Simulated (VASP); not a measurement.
Calculation: PBEsol GGA, VASP's PBE PAW potentials (set 64) (plane waves; VASP 6.6.1).

Input for VASP

**POSCAR**
```
Gd
3.562730
  0.5000000303  -0.8660253991   0.0000000000
  0.5000000303   0.8660253991   0.0000000000
  0.0000000000   0.0000000000   1.5793841349
Gd
2
Direct
  0.3333330000   0.6666670000   0.2500000000
  0.6666670000   0.3333330000   0.7500000000
```

**INCAR**
```
SYSTEM = Gd
PREC = Accurate
ENCUT = 530
EDIFF = 1E-7
NELM = 100
ALGO = Normal
LREAL = .FALSE.
LASPH = .TRUE.
ISMEAR = 1
SIGMA = 0.1
GGA = PS
LMAXMIX = 6
LWAVE = .FALSE.
LCHARG = .FALSE.
IBRION = 6
ISIF = 3
NFREE = 2
POTIM = 0.015
NSW = 1
```

KPOINTS:
```
K-points
0
Gamma
 11 11 6
0 0 0
```

POTCAR, in this order: Gd_3 (PBE.64 set). Program: vasp_std.

Output of the run:

OSZICAR:
```
...
DAV:   6    -0.100413525542E+02    0.19979E-05   -0.10483E-05  7846   0.228E-02    0.720E-03
DAV:   7    -0.100413526658E+02   -0.11164E-06   -0.12612E-06  7707   0.898E-03    0.308E-03
DAV:   8    -0.100413525033E+02    0.16256E-06   -0.77745E-08  3888   0.208E-03    0.933E-04
DAV:   9    -0.100413525006E+02    0.26994E-08   -0.14972E-08  3402   0.938E-04
   8 F= -.10041353E+02 E0= -.10041104E+02  d E =-.745755E-03
       N       E                     dE             d eps       ncg     rms          rms(c)
DAV:   1    -0.100706230473E+02   -0.29271E-01   -0.84456E-01  6749   0.631E+00    0.789E-01
DAV:   2    -0.100496435490E+02    0.20979E-01   -0.20227E-02  7234   0.112E+00    0.467E-01
DAV:   3    -0.100413232663E+02    0.83203E-02   -0.12526E-02  8196   0.860E-01    0.283E-01
DAV:   4    -0.100413628289E+02   -0.39563E-04   -0.16326E-03  8094   0.301E-01    0.960E-02
DAV:   5    -0.100413533249E+02    0.95040E-05   -0.82499E-05  9368   0.656E-02    0.183E-02
DAV:   6    -0.100413525805E+02    0.74446E-06   -0.82269E-06  7705   0.238E-02    0.661E-03
DAV:   7    -0.100413525180E+02    0.62517E-07   -0.44011E-07  7334   0.575E-03
   9 F= -.10041353E+02 E0= -.10041104E+02  d E =-.745788E-03
       N       E                     dE             d eps       ncg     rms          rms(c)
DAV:   1    -0.100435061446E+02   -0.21536E-02   -0.74355E-01  5449   0.633E+00    0.552E-01
DAV:   2    -0.100393503643E+02    0.41558E-02   -0.12777E-02  6669   0.905E-01    0.320E-01
DAV:   3    -0.100393836500E+02   -0.33286E-04   -0.49145E-03  7002   0.550E-01    0.156E-01
DAV:   4    -0.100408614088E+02   -0.14778E-02   -0.10700E-03  7569   0.250E-01    0.732E-02
DAV:   5    -0.100416512271E+02   -0.78982E-03   -0.97316E-05  7391   0.770E-02    0.149E-02
DAV:   6    -0.100417029963E+02   -0.51769E-04   -0.92364E-06  6648   0.224E-02    0.622E-03
DAV:   7    -0.100417283263E+02   -0.25330E-04   -0.45006E-07  6653   0.528E-03    0.504E-04
DAV:   8    -0.100417277451E+02    0.58116E-06   -0.31636E-08  3397   0.138E-03    0.340E-04
DAV:   9    -0.100417283517E+02   -0.60650E-06   -0.61506E-09  3402   0.659E-04    0.431E-05
DAV:  10    -0.100417284211E+02   -0.69437E-07   -0.15989E-09  3307   0.303E-04
  10 F= -.10041728E+02 E0= -.10041462E+02  d E =-.797929E-03
       N       E                     dE             d eps       ncg     rms          rms(c)
DAV:   1    -0.100661246210E+02   -0.24396E-01   -0.85510E-01  5733   0.626E+00    0.761E-01
DAV:   2    -0.100487213844E+02    0.17403E-01   -0.19140E-02  6437   0.106E+00    0.438E-01
DAV:   3    -0.100416929270E+02    0.70285E-02   -0.11194E-02  7070   0.784E-01    0.243E-01
DAV:   4    -0.100417315908E+02   -0.38664E-04   -0.12183E-03  6947   0.258E-01    0.936E-02
DAV:   5    -0.100417286163E+02    0.29745E-05   -0.37218E-05  7878   0.463E-02    0.130E-02
DAV:   6    -0.100417286148E+02    0.15175E-08   -0.25068E-06  6957   0.117E-02    0.595E-03
DAV:   7    -0.100417285335E+02    0.81336E-07   -0.15979E-07  4465   0.400E-03
  11 F= -.10041729E+02 E0= -.10041463E+02  d E =-.797861E-03
       N       E                     dE             d eps       ncg     rms          rms(c)
DAV:   1    -0.100509867741E+02   -0.92582E-02   -0.59990E-01  5909   0.512E+00    0.508E-01
DAV:   2    -0.100445859629E+02    0.64008E-02   -0.11256E-02  6694   0.820E-01    0.303E-01
DAV:   3    -0.100414522494E+02    0.31337E-02   -0.50406E-03  7101   0.552E-01    0.121E-01
DAV:   4    -0.100415912210E+02   -0.13897E-03   -0.92524E-04  7215   0.231E-01    0.528E-02
DAV:   5    -0.100417089933E+02   -0.11777E-03   -0.67202E-05  7495   0.631E-02    0.830E-03
DAV:   6    -0.100417214894E+02   -0.12496E-04   -0.52766E-06  6735   0.171E-02    0.300E-03
DAV:   7    -0.100417301577E+02   -0.86683E-05   -0.33678E-07  6414   0.462E-03    0.598E-04
DAV:   8    -0.100417301975E+02   -0.39800E-07   -0.28218E-08  3382   0.129E-03
  12 F= -.10041730E+02 E0= -.10041465E+02  d E =-.795444E-03
       N       E                     dE             d eps       ncg     rms          rms(c)
DAV:   1    -0.100661011030E+02   -0.24371E-01   -0.88071E-01  5764   0.632E+00    0.778E-01
DAV:   2    -0.100487301519E+02    0.17371E-01   -0.19174E-02  6334   0.106E+00    0.429E-01
DAV:   3    -0.100417123802E+02    0.70178E-02   -0.10977E-02  7057   0.776E-01    0.235E-01
DAV:   4    -0.100417324414E+02   -0.20061E-04   -0.12452E-03  6963   0.261E-01    0.943E-02
DAV:   5    -0.100417305902E+02    0.18511E-05   -0.37155E-05  7695   0.462E-02    0.125E-02
DAV:   6    -0.100417305608E+02    0.29398E-07   -0.25978E-06  7169   0.119E-02    0.561E-03
DAV:   7    -0.100417304734E+02    0.87447E-07   -0.20839E-07  5067   0.454E-03
  13 F= -.10041730E+02 E0= -.10041465E+02  d E =-.795434E-03
       N       E                     dE             d eps       ncg     rms          rms(c)
DAV:   1    -0.100443434567E+02   -0.26129E-02   -0.71198E-01  6364   0.693E+00    0.349E-01
DAV:   2    -0.100445299600E+02   -0.18650E-03   -0.36207E-02  7754   0.158E+00    0.208E-01
DAV:   3    -0.100426094934E+02    0.19205E-02   -0.20858E-03  8029   0.374E-01    0.761E-02
DAV:   4    -0.100424869066E+02    0.12259E-03   -0.79913E-04  9491   0.222E-01    0.224E-02
DAV:   5    -0.100425064159E+02   -0.19509E-04   -0.58507E-05  7754   0.571E-02    0.604E-03
DAV:   6    -0.100425095803E+02   -0.31644E-05   -0.11171E-06  8292   0.884E-03    0.136E-03
DAV:   7    -0.100425105403E+02   -0.96000E-06   -0.59510E-08  4313   0.200E-03    0.494E-04
DAV:   8    -0.100425106999E+02   -0.15967E-06   -0.12683E-08  3567   0.974E-04    0.832E-05
DAV:   9    -0.100425107108E+02   -0.10803E-07   -0.28174E-09  3432   0.397E-04
  14 F= -.10042511E+02 E0= -.10042243E+02  d E =-.802779E-03
       N       E                     dE             d eps       ncg     rms          rms(c)
DAV:   1    -0.100376854158E+02    0.48253E-02   -0.93289E-01  6364   0.805E+00    0.133E-01
DAV:   2    -0.100424750028E+02   -0.47896E-02   -0.47975E-02  6679   0.176E+00    0.627E-02
DAV:   3    -0.100425127675E+02   -0.37765E-04   -0.44037E-04  8630   0.153E-01    0.476E-02
DAV:   4    -0.100425113833E+02    0.13843E-05   -0.70012E-06  7275   0.201E-02    0.262E-02
DAV:   5    -0.100425107815E+02    0.60176E-06   -0.22517E-06  8126   0.125E-02    0.373E-03
DAV:   6    -0.100425107226E+02    0.58884E-07   -0.16184E-07  4092   0.362E-03
  15 F= -.10042511E+02 E0= -.10042243E+02  d E =-.802809E-03
       N       E                     dE             d eps       ncg     rms          rms(c)
DAV:   1    -0.100391093726E+02    0.34014E-02   -0.78345E-01  2184   0.771E+00    0.346E-01
DAV:   2    -0.100423645224E+02   -0.32551E-02   -0.42683E-02  2439   0.164E+00    0.304E-02
DAV:   3    -0.100423764892E+02   -0.11967E-04   -0.52723E-04  2814   0.175E-01    0.287E-02
DAV:   4    -0.100423536737E+02    0.22816E-04   -0.13215E-05  2731   0.233E-02    0.179E-02
DAV:   5    -0.100423089924E+02    0.44681E-04   -0.22672E-06  2784   0.126E-02    0.218E-03
DAV:   6    -0.100423090451E+02   -0.52686E-07   -0.22235E-07  2170   0.393E-03
  16 F= -.10042309E+02 E0= -.10042023E+02  d E =-.859250E-03
       N       E                     dE             d eps       ncg     rms          rms(c)
DAV:   1    -0.100386917157E+02    0.36173E-02   -0.13842E+00  2184   0.102E+01    0.651E-01
DAV:   2    -0.100422221242E+02   -0.35304E-02   -0.74212E-02  2399   0.203E+00    0.513E-02
DAV:   3    -0.100423070282E+02   -0.84904E-04   -0.10826E-03  2759   0.255E-01    0.434E-02
DAV:   4    -0.100423047352E+02    0.22930E-05   -0.35657E-05  2771   0.402E-02    0.879E-03
DAV:   5    -0.100423045999E+02    0.13530E-06   -0.29787E-06  2684   0.121E-02    0.287E-03
DAV:   6    -0.100423043940E+02    0.20589E-06   -0.67119E-07  2684   0.748E-03    0.167E-03
DAV:   7    -0.100423043755E+02    0.18518E-07   -0.11744E-07  1552   0.324E-03
  17 F= -.10042304E+02 E0= -.10042018E+02  d E =-.859290E-03
```

### OUTCAR
```
------------------------ aborting loop because EDIFF is reached ----------------------------------------
  FORCE on cell =-STRESS in cart. coord.  units (eV):
  Direction    XX          YY          ZZ          XY          YZ          ZX
  --------------------------------------------------------------------------------------
  Total        0.0044676      0.0044676      0.0198852      0.0000000      0.0000000      0.0000000
  in kB        0.1157221      0.1157221      0.5150797      0.0000000      0.0000000      0.0000000
  external PRESSURE =       0.2488413 kB  Pullay stress =       0.0000000 kB
  volume of cell :       61.85
      direct lattice vectors                 reciprocal lattice vectors
     1.781365108 -3.085414670  0.000000000     0.280683616 -0.162052772  0.000000000
     1.781365108  3.085414670  0.000000000     0.280683616  0.162052772  0.000000000
     0.000000000  0.000000000  5.626919239     0.000000000  0.000000000  0.177717141
 POSITION                                       TOTAL-FORCE (eV/Angst)
 -----------------------------------------------------------------------------------
      1.78137      1.02847      1.39173         0.000000      0.000000      0.038168
      1.78137     -1.02847      4.22019        -0.000000     -0.000000     -0.038168
 -----------------------------------------------------------------------------------
    total drift:                                0.000003      0.000080     -0.000678
  FREE ENERGIE OF THE ION-ELECTRON SYSTEM (eV)
  ---------------------------------------------------
  free  energy   TOTEN  =       -10.0423043755 eV

  energy  without entropy=      -10.0414450859  energy(sigma->0) =      -10.04201795

   1 f  =    2.811352 THz    17.664248 2PiTHz   93.776620 cm-1    11.626814 meV
             X         Y         Z           dx          dy          dz
      1.781365  1.028474  1.406730    -0.000000    0.000000    0.707107
      1.781365 -1.028474  4.220189     0.000000   -0.000000   -0.707107

   2 f  =    1.516549 THz     9.528757 2PiTHz   50.586623 cm-1     6.271939 meV
             X         Y         Z           dx          dy          dz
      1.781365  1.028474  1.406730     0.707107   -0.000000   -0.000000
      1.781365 -1.028474  4.220189    -0.707107    0.000000   -0.000000

   3 f  =    1.516549 THz     9.528757 2PiTHz   50.586620 cm-1     6.271939 meV
             X         Y         Z           dx          dy          dz
      1.781365  1.028474  1.406730     0.000000    0.707107    0.000000
      1.781365 -1.028474  4.220189    -0.000000   -0.707107    0.000000

   4 f  =    0.000000 THz     0.000000 2PiTHz    0.000001 cm-1     0.000000 meV
             X         Y         Z           dx          dy          dz
      1.781365  1.028474  1.406730     0.443056   -0.475841    0.277986
      1.781365 -1.028474  4.220189     0.443056   -0.475841    0.277986

   5 f  =    0.000000 THz     0.000000 2PiTHz    0.000000 cm-1     0.000000 meV
             X         Y         Z           dx          dy          dz
      1.781365  1.028474  1.406730     0.532839    0.278850   -0.371921
      1.781365 -1.028474  4.220189     0.532839    0.278850   -0.371921

   6 f/i=    0.000000 THz     0.000000 2PiTHz    0.000001 cm-1     0.000000 meV
             X         Y         Z           dx          dy          dz
      1.781365  1.028474  1.406730     0.140656    0.442513    0.533290
      1.781365 -1.028474  4.220189     0.140656    0.442513    0.533290

 ELASTIC MODULI CONTR FROM IONIC RELAXATION (kBar)
 Direction    XX          YY          ZZ          XY          YZ          ZX
 --------------------------------------------------------------------------------
 XX         -55.1266     55.1266     -0.0000      0.0000      0.0000      0.0000
 YY          55.1266    -55.1266      0.0000     -0.0000      0.0000      0.0000
 ZZ          -0.0000      0.0000     -0.0000      0.0000      0.0000      0.0000
 XY           0.0000     -0.0000      0.0000    -55.1266      0.0000      0.0000
 YZ           0.0000      0.0000      0.0000      0.0000      0.0000      0.0000
 ZX           0.0000      0.0000      0.0000      0.0000      0.0000      0.0000
 --------------------------------------------------------------------------------

 TOTAL ELASTIC MODULI (kBar)
 Direction    XX          YY          ZZ          XY          YZ          ZX
 --------------------------------------------------------------------------------
 XX         641.8794    168.0939    302.0004      0.0000     -0.0000     -0.0000
 YY         168.0939    641.8792    302.0004     -0.0000      0.0000     -0.0000
 ZZ         302.0004    302.0004    813.8378      0.0000      0.0000     -0.0000
 XY           0.0000     -0.0000      0.0000    236.8927     -0.0000      0.0000
 YZ          -0.0000     -0.0000      0.0000     -0.0000    199.4453      0.0000
 ZX          -0.0000     -0.0000     -0.0000      0.0000      0.0000    199.4453
 --------------------------------------------------------------------------------
```
(Selected blocks of OUTCAR.)

The 4f electrons are frozen in the core of the lanthanide potential, so 4f levels, which can set the real gap, and their magnetism are missing. Finite-difference elastic constants of metals are sensitive to mesh and smearing; shear constants can be off by tens of GPa.

The compound is Gd in the hcp structure. It was relaxed first, which changed the volume by -6 %.
